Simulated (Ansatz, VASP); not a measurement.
# Cross-check of SnO2 (Cassiterite) between VASP and Ansatz, part 2 of 2

One calculation is typed for both programs; each brings its own data sets. How far apart do they land? The cell is taken from a series of runs on this material, whose earlier steps may have relaxed, scaled, displaced or heated it; both programs get it as it stands.

VASP 6.6.1 and Ansatz 0.2.0.

So far: Set-up; VASP: relaxation of cell and atoms, PBE; Ansatz: relaxation of cell and atoms, PBE; Side by side.

### Step 5. VASP: zone-centre phonons, PBE

Level of this step: PBE; plane waves and PAW (Sn_d, O) (VASP).

Second derivatives magnify differences that forces hide, and they need a tight electronic threshold.

INCAR

```
SYSTEM = SnO2
PREC = Accurate
ENCUT = 600
EDIFF = 1E-08
NELM = 120
ISMEAR = 0
SIGMA = 0.01
LREAL = .FALSE.
ALGO = Normal
GGA = PE
NBANDS = 32
LORBIT = 11
LWAVE = .FALSE.
LCHARG = .FALSE.
ISIF = 2
IBRION = 8
LASPH = .TRUE.
GGA_COMPAT = .FALSE.
EFERMI = MIDGAP
KPAR = 2
```

POSCAR

```
SnO2
1.0
    4.8273977879      0.0000000000      0.0000000000
    0.0000000000      4.8273977879      0.0000000000
    0.0000000000      0.0000000000      3.2382126260
Sn O
2 4
Direct
    0.0000000000      0.0000000000      0.0000000000
    0.5000000000      0.5000000000      0.5000000000
    0.3065711039      0.3065711039      0.0000000000
    0.1934288961      0.8065711039      0.5000000000
    0.6934288961      0.6934288961      0.0000000000
    0.8065711039      0.1934288961      0.5000000000
```

KPOINTS

```
Automatic mesh
0
Gamma
6 6 8
0 0 0
```

Potentials, in the order of the species: Sn_d and O (PBE family, release 64).

Command:

```bash
mpirun -np 2 vasp_std
```

Numbers of over 12 decimals in the logs are rounded to 6 here.

Log:

```text
[... set-up lines as in an earlier step ...]
 entering main loop
       N       E                     dE             d eps       ncg     rms          rms(c)
DAV:   1     0.664987471186E+03    0.66499E+03   -0.28448E+04  3512   0.273E+03
DAV:   2     0.592566869918E+02   -0.60573E+03   -0.58098E+03  3576   0.711E+02
DAV:   3    -0.381780701141E+02   -0.97435E+02   -0.95945E+02  3640   0.228E+02
DAV:   4    -0.432923438224E+02   -0.51143E+01   -0.50885E+01  3824   0.571E+01
[...]
DAV:  14    -0.373203014121E+02   -0.38721E-06   -0.12419E-06  4704   0.960E-03    0.122E-03
DAV:  15    -0.373203015050E+02   -0.92925E-07   -0.35523E-08  3480   0.138E-03    0.384E-04
DAV:  16    -0.373203015109E+02   -0.58799E-08   -0.39223E-09  2504   0.512E-04
   1 F= -.37320302E+02 E0= -.37320302E+02  d E =0.000000E+00
 Linear response reoptimize wavefunctions to high precision
DAV:   1    -0.373203015305E+02   -0.19598E-07   -0.23966E-09  2520   0.375E-04
DAV:   2    -0.373203015305E+02   -0.50932E-10   -0.62020E-10  2296   0.223E-04
 Linear response DOF=           4
 Linear response progress:
[...]
RMM:  13    -0.375888453024E+00   -0.22704E-07   -0.14077E-07 13379   0.108E-04    0.189E-06
RMM:  14    -0.375888457047E+00   -0.40223E-08   -0.17202E-07 13127   0.984E-05    0.598E-07
RMM:  15    -0.375888456367E+00    0.68017E-09   -0.94765E-08 12678   0.950E-05    0.229E-07
 first order change of Fermi-energy   0.20370E+00
 force on displaced ion       3 direction 1 : -12.007  -8.462   0.000
 Linear response progress:
  Degree of freedom:   4/  4
       N       E                     dE             d eps       ncg     rms          rms(c)
RMM:   1    -0.371088711137E+00   -0.37109E+00    0.28814E-01 11244   0.328E+00
RMM:   2    -0.358873254736E+00    0.12215E-01   -0.73043E-03  9083   0.905E-01    0.163E-01
RMM:   3    -0.361001040890E+00   -0.21278E-02   -0.15756E-03 10316   0.248E-01    0.867E-02
RMM:   4    -0.362785017842E+00   -0.17840E-02   -0.65060E-04 10083   0.140E-01    0.201E-02
[...]
RMM:  11    -0.362696623680E+00    0.37382E-07   -0.69379E-08 11810   0.123E-04    0.292E-06
RMM:  12    -0.362696658906E+00   -0.35226E-07   -0.67623E-08 11598   0.104E-04    0.145E-06
RMM:  13    -0.362696666855E+00   -0.79488E-08   -0.50393E-08 11260   0.983E-05    0.337E-07
 first order change of Fermi-energy   0.23547E-03
 force on displaced ion       3 direction 3 :  -0.002  -0.002 -11.771
 Linear response finished
```

From OUTCAR (step 5):

```text
[... 1 part as in an earlier step ...]
```

### Step 6. Ansatz: zone-centre phonons, PBE

The same cell, functional and mesh now go to Ansatz, which takes its cutoff from its data sets.

The cell is taken from a series of runs on this material, whose earlier steps may have relaxed, scaled, displaced or heated it; both programs get it as it stands.

input.yaml

```yaml
crystal:
  lattice:
    - [4.8273977879, 0.0, 0.0]
    - [0.0, 4.8273977879, 0.0]
    - [0.0, 0.0, 3.238212626]
  atoms:
    - { symbol: Sn, position: [0.0, 0.0, 0.0] }
    - { symbol: Sn, position: [0.5, 0.5, 0.5] }
    - { symbol: O, position: [0.3065711039, 0.3065711039, 0.0] }
    - { symbol: O, position: [0.1934288961, 0.8065711039, 0.5] }
    - { symbol: O, position: [0.6934288961, 0.6934288961, 0.0] }
    - { symbol: O, position: [0.8065711039, 0.1934288961, 0.5] }
kpoints:
  mp_grid: { grid: [6, 6, 8] }
hamiltonian:
  xc: pbe
scf:
  occupations: { method: fixed }
output:
  eigenvalues: true
phonons:
  method: fd
  supercell: [1, 1, 1]
  amplitude: 0.01
```

Command:

```bash
ansatz run input.yaml --threads 8 --pin off --max-ram 15360MiB --backend cpu --events-out ev --progress --plain --runs-dir out
```

Log:

```text
[...]
Crystal: 6 atoms, lattice volume = 75.463 Å³
Basis set: ecut = 420 eV, 1495 PW (Γ), exchange–correlation on 72×72×48 points (8 copies of the dense FFT grid, shifted against one another)
Bands: 32, of which v1, the nominal top of the filled ones, is band 26 counted from 1 (25 counted from 0)
Symmetry: 16 space group operations
k-points: 50 of 288
[...]
largest difference from the sums on the solved wave vectors: F 3.70e-1 eV, S 6.28e-4 and C_V 2.58e-4 eV/K
  zero-point energy: 0.384588 eV/cell   skipped modes (ω ≤ 0): 3   left out of the sums: 5.19e-5 of the cell's modes: C_V's classical limit lies that fraction below 3 k_B per atom; for a crystal, a wire or a layer, F and S can be off by more, and a phonons.interpolated_qmesh denser along its periods is the remedy for the sampling
[key lines of the parts left out:]
SCF converged after 7 iterations
Free energy (F): -14317.969236 eV
Fermi energy:    8.741828 eV
```

### Step 7. Comparison

Both answers:

```tsv
quantity	Ansatz	VASP	difference
optical mode 1 (cm⁻¹)	110.1	107.2	+2.74 %
optical mode 2 (cm⁻¹)	141.0	141.2	-0.15 %
optical mode 3 to 4 (cm⁻¹)	219.9	220.0	-0.06 %
optical mode 5 to 6 (cm⁻¹)	260.3	262.4	-0.81 %
optical mode 7 (cm⁻¹)	340.4	341.6	-0.35 %
optical mode 8 (cm⁻¹)	429.7	435.1	-1.25 %
optical mode 9 to 10 (cm⁻¹)	437.2	441.1	-0.88 %
optical mode 11 (cm⁻¹)	526.3	531.4	-0.96 %
optical mode 12 to 13 (cm⁻¹)	547.7	554.7	-1.26 %
optical mode 14 (cm⁻¹)	583.3	587.5	-0.72 %
optical mode 15 (cm⁻¹)	706.2	710.8	-0.65 %
```

Modes are paired by rising frequency, not by their patterns, so a pair may set unlike modes beside each other; they are those without the splitting of longitudinal modes.

### Step 8. Summary of results

```yaml
difference_in_volume_relaxation_of_cell_and_atoms_pbe: -0.22 %
r_m_s_difference_of_the_optical_zone_centre_modes_each_program_s_sorted_by_frequency_zone_centre_phonons_pbe: 4.0 cm⁻¹
difference_in_optical_mode_1_zone_centre_phonons_pbe: +2.7 %
```

What this shows: The difference in volume is -0.22 % (relaxation of cell and atoms, PBE), within the 1.2 % picked in this series as the mark of a large difference, as far as the stopping tolerances let one tell. Among the rows given in per cent, the largest difference of the zone-centre phonons, PBE pair is in optical mode 1, +2.7 %. Such differences can come from data sets, numerical settings and the points named under the comparisons, not from the functional's error against experiment.

[Lines on the potential files, build, host, timing and source positions are cut from VASP's logs without a mark.]

[Logs are printed without paths, hosts, clocks, repeated set-up lines and the standing remarks that a program may print on its own settings, such as how far it seeks lower states.]

[Hosts, paths, dates, database ids (printed as entryN), source tags and the programs' standing remarks are cut or masked in the printed files.]
